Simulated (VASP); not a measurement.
Computed with r2SCAN+rVV10, VASP's PBE PAW potentials (set 64) (plane waves; VASP 6.6.1).

Input for VASP

POSCAR:
```
SrO
1
    0.0000000000     2.5800000000     2.5800000000
    2.5800000000     0.0000000000     2.5800000000
    2.5800000000     2.5800000000     0.0000000000
Sr O
1 1
Direct
  0.0000000000   0.0000000000   0.0000000000
  0.5000000000   0.5000000000   0.5000000000
```

**INCAR**
```
ISMEAR=0
PREC=Accurate
SYSTEM=SrO
LASPH=.True.   # aspherical one-centre terms
BPARAM=11.95
LCHARG=.False.
LMIXTAU=.True.
ALGO=Normal
EDIFF=1E-6   # SCF stop (eV)
METAGGA=R2SCAN
ISIF=3   # ions, shape and volume
LMAXMIX=4   # l cut-off of mixed one-centre charges
SIGMA=0.05
CPARAM=0.0093
ENCUT=520   # plane-wave cut-off (eV)
LUSE_VDW=.True.
IBRION=2   # conjugate gradients
LREAL=.False.   # projection in real space or not
EDIFFG=-0.01
NELM=100
NSW=60   # most ionic steps
LWAVE=.False.
```

### KPOINTS
```
Automatic mesh
0
Gamma
8 8 8
0 0 0
```

POTCAR, in this order: Sr_sv O (PBE.64 set). Program: vasp_std.

Output

### OSZICAR
```
       N       E                     dE             d eps       ncg     rms          rms(c)
DAV:   1     0.584743202225E+02    0.58474E+02   -0.89395E+03   696   0.134E+03
DAV:   2    -0.309040436768E+02   -0.89378E+02   -0.82400E+02   996   0.258E+02
DAV:   3    -0.342116548436E+02   -0.33076E+01   -0.32869E+01   948   0.488E+01
DAV:   4    -0.343027055236E+02   -0.91051E-01   -0.90987E-01   964   0.673E+00
DAV:   5    -0.343033834219E+02   -0.67790E-03   -0.67787E-03   900   0.638E-01    0.162E+01
DAV:   6    -0.264754196638E+02    0.78280E+01   -0.65055E+00   848   0.210E+01    0.148E+01
DAV:   7    -0.264543608174E+02    0.21059E-01   -0.44236E-01   904   0.736E+00    0.876E+00
DAV:   8    -0.275804404632E+02   -0.11261E+01   -0.52167E-01   720   0.975E+00    0.129E+00
DAV:   9    -0.263626429555E+02    0.12178E+01   -0.35058E-01   712   0.820E+00    0.327E-01
DAV:  10    -0.266604111141E+02   -0.29777E+00   -0.15007E-01   724   0.466E+00    0.259E-01
DAV:  11    -0.266547457032E+02    0.56654E-02   -0.34045E-03   992   0.772E-01    0.154E-01
DAV:  12    -0.266536263671E+02    0.11193E-02   -0.19544E-03   828   0.531E-01    0.158E-01
DAV:  13    -0.266563840429E+02   -0.27577E-02   -0.29375E-03   716   0.761E-01    0.671E-02
DAV:  14    -0.266565219900E+02   -0.13795E-03   -0.28605E-04   772   0.209E-01    0.645E-02
DAV:  15    -0.266570662647E+02   -0.54427E-03   -0.61755E-04   732   0.340E-01    0.900E-02
DAV:  16    -0.266576559414E+02   -0.58968E-03   -0.28748E-04   720   0.230E-01    0.267E-02
DAV:  17    -0.266576605424E+02   -0.46010E-05   -0.99758E-06  1008   0.346E-02    0.317E-02
DAV:  18    -0.266576546766E+02    0.58658E-05   -0.10897E-05   724   0.322E-02    0.198E-02
DAV:  19    -0.266576503449E+02    0.43318E-05   -0.28489E-06   760   0.203E-02    0.988E-03
DAV:  20    -0.266576503101E+02    0.34750E-07   -0.14447E-06   564   0.103E-02
   1 F= -.26657650E+02 E0= -.26657650E+02  d E =-.266577E+02
       N       E                     dE             d eps       ncg     rms          rms(c)
DAV:   1    -0.266622767924E+02   -0.46264E-02   -0.10513E-01   728   0.322E+00    0.734E-01
DAV:   2    -0.266583686923E+02    0.39081E-02   -0.15525E-02   792   0.112E+00    0.170E-01
DAV:   3    -0.266579248406E+02    0.44385E-03   -0.10890E-03  1064   0.395E-01    0.109E-01
DAV:   4    -0.266576725459E+02    0.25229E-03   -0.77803E-04  1212   0.266E-01    0.794E-02
DAV:   5    -0.266576609688E+02    0.11577E-04   -0.20303E-04   748   0.200E-01    0.302E-02
DAV:   6    -0.266577687054E+02   -0.10774E-03   -0.11434E-04   700   0.158E-01    0.959E-03
DAV:   7    -0.266578067506E+02   -0.38045E-04   -0.54711E-05  1004   0.895E-02    0.820E-03
DAV:   8    -0.266578040092E+02    0.27414E-05   -0.84353E-06   712   0.403E-02    0.587E-03
DAV:   9    -0.266578123889E+02   -0.83797E-05   -0.52216E-06   696   0.279E-02    0.121E-03
DAV:  10    -0.266578105571E+02    0.18318E-05   -0.18349E-07   428   0.645E-03    0.784E-04
DAV:  11    -0.266578090039E+02    0.15532E-05   -0.28528E-07   352   0.692E-03    0.296E-04
DAV:  12    -0.266578090802E+02   -0.76324E-07   -0.44984E-08   348   0.231E-03
   2 F= -.26657809E+02 E0= -.26657809E+02  d E =-.158770E-03
       N       E                     dE             d eps       ncg     rms          rms(c)
DAV:   1    -0.266583516572E+02   -0.54265E-03   -0.11548E-02   728   0.107E+00    0.238E-01
DAV:   2    -0.266579273898E+02    0.42427E-03   -0.17085E-03   792   0.372E-01    0.564E-02
DAV:   3    -0.266578711947E+02    0.56195E-04   -0.11895E-04  1064   0.131E-01    0.375E-02
DAV:   4    -0.266578619506E+02    0.92440E-05   -0.85373E-05  1212   0.878E-02    0.276E-02
DAV:   5    -0.266578259851E+02    0.35966E-04   -0.21404E-05   748   0.649E-02    0.105E-02
DAV:   6    -0.266578634147E+02   -0.37430E-04   -0.12605E-05   696   0.528E-02    0.322E-03
DAV:   7    -0.266578506012E+02    0.12813E-04   -0.67499E-06   972   0.319E-02    0.273E-03
DAV:   8    -0.266578567280E+02   -0.61268E-05   -0.98265E-07   472   0.144E-02    0.145E-03
DAV:   9    -0.266578581502E+02   -0.14222E-05   -0.69510E-07   464   0.106E-02    0.745E-04
DAV:  10    -0.266578583979E+02   -0.24773E-06   -0.29680E-08   348   0.230E-03
   3 F= -.26657858E+02 E0= -.26657858E+02  d E =-.208088E-03
```

### OUTCAR
```
------------------------ aborting loop because EDIFF is reached ----------------------------------------
  FORCE on cell =-STRESS in cart. coord.  units (eV):
  Direction    XX          YY          ZZ          XY          YZ          ZX
  --------------------------------------------------------------------------------------
  Total       -0.0011999     -0.0011999     -0.0011999     -0.0000000     -0.0000000     -0.0000000
  in kB       -0.0562207     -0.0562207     -0.0562207     -0.0000000     -0.0000000     -0.0000000
  external PRESSURE =      -0.0562207 kB  Pullay stress =       0.0000000 kB
  volume of cell :       34.19
      direct lattice vectors                 reciprocal lattice vectors
     0.000000000  2.576146816  2.576146816    -0.194088317  0.194088317  0.194088317
     2.576146816 -0.000000000  2.576146816     0.194088317 -0.194088317  0.194088317
     2.576146816  2.576146816  0.000000000     0.194088317  0.194088317 -0.194088317
  FREE ENERGIE OF THE ION-ELECTRON SYSTEM (eV)
  ---------------------------------------------------
  free  energy   TOTEN  =       -26.6578583979 eV

  energy  without entropy=      -26.6578583979  energy(sigma->0) =      -26.65785840

 reached required accuracy - stopping structural energy minimisation
```
(Selected blocks of OUTCAR.)

### CONTCAR
```
SrO
   1.00000000000000
     0.0000000000000000    2.5761468160265322    2.5761468160265322
     2.5761468160265322   -0.0000000000000000    2.5761468160265322
     2.5761468160265322    2.5761468160265322    0.0000000000000000
  Sr              O
     1     1
Direct
     0.0000000000000000    0.0000000000000000    0.0000000000000000
     0.5000000000000000    0.5000000000000000    0.5000000000000000
```

The compound is SrO in the rock salt structure. This run relaxes it. Symmetry was kept, so distortions that lower it aren't found.
